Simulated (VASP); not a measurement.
Data:

```
CdS
1.0
    0.00000     2.93302     2.93302
    2.93302     0.00000     2.93302
    2.93302     2.93302     0.00000
Cd S
1 1
Direct
  0.00000   0.00000   0.00000
  0.25000   0.25000   0.25000
```

Computed with PBE GGA with D3 dispersion (zero damping), VASP's PBE PAW potentials (set 64) (plane waves; VASP). Run with 520 eV cut-off, Gaussian smearing of 0.050 eV, potentials Cd S.

**Question.** Predict the band gap (along the path) with the smallest direct gap where there is one.

**Answer.** 
```
Item                                   Result
------------------------------------  -------
band gap (along the path)             1.11 eV
smallest direct gap (along the path)  1.11 eV
```

Total energies compare only between runs with the same potentials, cut-off and functional.

The compound is CdS in the zinc blende structure, a metastable form; wurtzite is the usual one. It was relaxed first.
